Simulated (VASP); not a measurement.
Computed with r2SCAN meta-GGA, VASP's PBE PAW potentials (set 64) (plane waves; VASP).

VASP input:

KPOINTS:
```
Regular mesh
0
G
 10 10 10
```

**INCAR**
```
# general
SYSTEM  = B2Rh
PREC    = Accurate
ENCUT   = 600
LREAL   = .FALSE.
LASPH   = .TRUE.

# electronic loop
EDIFF   = 1E-7
NELM    = 100
ALGO    = Normal
LMAXMIX = 4
LMIXTAU = .TRUE.

# smearing
ISMEAR  = 1
SIGMA   = 0.1

# functional
METAGGA = R2SCAN

# ions
IBRION  = 2
NSW     = 40
ISIF    = 3
EDIFFG  = -0.01
PSTRESS = 10

# output
LWAVE   = .FALSE.
LCHARG  = .FALSE.
```

File POSCAR:
```
B2Rh
1
    3.0664674022     0.0000000000    -0.0000000000
   -1.5332337011     2.6556387487     0.0000000000
    0.0000000000     0.0000000000     3.1947201000
Rh B
1 2
Direct
  0.0000000000   0.0000000000   0.0000000000
  0.3333330000   0.6666670000   0.5000000000
  0.6666670000   0.3333330000   0.5000000000
```

POTCAR, in this order: Rh_pv B (PBE.64 set). Program: vasp_std.

What VASP printed:

**OSZICAR**
```
       N       E                     dE             d eps       ncg     rms          rms(c)
DAV:   1     0.150877222736E+03    0.15088E+03   -0.13404E+04  2352   0.173E+03
DAV:   2    -0.408679970581E+02   -0.19175E+03   -0.18872E+03  2688   0.444E+02
DAV:   3    -0.454696912071E+02   -0.46017E+01   -0.45402E+01  2868   0.698E+01
DAV:   4    -0.455076194902E+02   -0.37928E-01   -0.37875E-01  2748   0.645E+00
DAV:   5    -0.455080376036E+02   -0.41811E-03   -0.41811E-03  2850   0.669E-01    0.214E+01
DAV:   6    -0.390020004945E+02    0.65060E+01   -0.22724E+01  2454   0.565E+01    0.101E+01
DAV:   7    -0.383964380304E+02    0.60556E+00   -0.31798E+00  2424   0.250E+01    0.500E+00
DAV:   8    -0.384040465135E+02   -0.76085E-02   -0.18637E-01  2574   0.471E+00    0.176E+00
DAV:   9    -0.383952817639E+02    0.87647E-02   -0.27799E-02  2610   0.197E+00    0.437E-01
DAV:  10    -0.383951711478E+02    0.11062E-03   -0.15434E-02  2688   0.108E+00    0.165E-01
DAV:  11    -0.383983841190E+02   -0.32130E-02   -0.30936E-03  2676   0.549E-01    0.614E-02
DAV:  12    -0.383983516891E+02    0.32430E-04   -0.35446E-04  2724   0.215E-01    0.346E-02
DAV:  13    -0.383984453238E+02   -0.93635E-04   -0.12747E-04  2820   0.120E-01    0.101E-02
DAV:  14    -0.383984500156E+02   -0.46918E-05   -0.89157E-06  2718   0.412E-02    0.215E-03
DAV:  15    -0.383984465573E+02    0.34583E-05   -0.17956E-06  2658   0.156E-02    0.765E-04
DAV:  16    -0.383984487164E+02   -0.21590E-05   -0.26740E-07  2602   0.731E-03    0.542E-04
DAV:  17    -0.383984479354E+02    0.78093E-06   -0.48484E-08  1254   0.314E-03    0.200E-04
DAV:  18    -0.383984480257E+02   -0.90219E-07   -0.83535E-09  1218   0.115E-03
   1 F= -.38236069E+02 E0= -.38236053E+02  d E =-.382361E+02
```

OUTCAR:
```
------------------------ aborting loop because EDIFF is reached ----------------------------------------
  FORCE on cell =-STRESS in cart. coord.  units (eV):
  Direction    XX          YY          ZZ          XY          YZ          ZX
  --------------------------------------------------------------------------------------
  Total        0.1653146      0.1653147      0.1625503      0.0000000      0.0000000      0.0000000
  in kB       10.1807960     10.1807966     10.0105575      0.0000000      0.0000000      0.0000000
  external PRESSURE =       0.1240500 kB  Pullay stress =      10.0000000 kB
  volume of cell :       26.02
      direct lattice vectors                 reciprocal lattice vectors
     3.066467402  0.000000000  0.000000000     0.326108146  0.188278620  0.000000000
    -1.533233701  2.655638749  0.000000000     0.000000000  0.376557241  0.000000000
     0.000000000  0.000000000  3.194720100     0.000000000  0.000000000  0.313016467
 POSITION                                       TOTAL-FORCE (eV/Angst)
 -----------------------------------------------------------------------------------
      0.00000      0.00000      0.00000         0.000000      0.000000      0.000000
     -0.00000      1.77043      1.59736         0.000000      0.000000      0.000000
      1.53324      0.88521      1.59736        -0.000000     -0.000000      0.000000
 -----------------------------------------------------------------------------------
    total drift:                               -0.000000     -0.000000      0.000000
  FREE ENERGIE OF THE ION-ELECTRON SYSTEM (eV)
  ---------------------------------------------------
  free  energy   TOTEN  =       -38.3984480257 eV

  energy  without entropy=      -38.3984009095  energy(sigma->0) =      -38.39843232
  enthalpy is  TOTEN    =       -38.2360691309 eV   P V=        0.1623788947

 reached required accuracy - stopping structural energy minimisation
```
(Selected blocks of OUTCAR.)

File OUTCAR:
```
 val. band max:       10.8957821527   @ k =   0.2000   0.1000   0.2000

 cond. band min:      10.9404978690   @ k =   0.4000   0.2000   0.5000


 Fermi energy:        10.9096519861

 k-point     1 :       0.0000    0.0000    0.0000
  band No.  band energies     occupation
      1     -37.7983      2.00000
      2     -37.5069      2.00000
      3     -37.5069      2.00000
      4      -4.3553      2.00000
      5       5.5337      2.00000
      6       5.6854      2.00000
      7       5.6855      2.00000
      8       7.8341      2.00000
      9       8.6400      2.00000
     10       8.6400      2.00000
     11      12.5609     -0.00000
     12      12.5609     -0.00000
     13      15.8609      0.00000
     14      15.8610      0.00000

 k-point     2 :       0.1000    0.0000    0.0000
  band No.  band energies     occupation
      1     -37.7960      2.00000
      2     -37.5229      2.00000
      3     -37.5108      2.00000
      4      -4.1566      2.00000
      5       5.3265      2.00000
      6       5.6230      2.00000
      7       5.7877      2.00000
      8       7.0015      2.00000
      9       8.5942      2.00000
     10       9.7002      2.00000
     11      11.7249     -0.00000
     12      11.8412     -0.00000
     13      16.3593      0.00000
     14      16.9755      0.00000

 k-point     3 :       0.2000    0.0000    0.0000
  band No.  band energies     occupation
      1     -37.7899      2.00000
      2     -37.5647      2.00000
      3     -37.5211      2.00000
      4      -3.5741      2.00000
      5       4.3811      2.00000
      6       5.7802      2.00000
      7       6.0538      2.00000
      8       6.1239      2.00000
      9       8.4765      2.00000
     10      10.5185      2.00000
     11      10.7620      2.05739
     12      11.2025     -0.00028
     13      16.7966      0.00000
     14      18.5124      0.00000

 k-point     4 :       0.3000    0.0000    0.0000
  band No.  band energies     occupation
...
```

The structure was generated: B2Rh was put into the AlB2 type (P6/mmm), which need not be its known phase. It was relaxed first under an external pressure of 1 GPa. The electron count is odd and the run is not spin-polarised, which forces a metal.
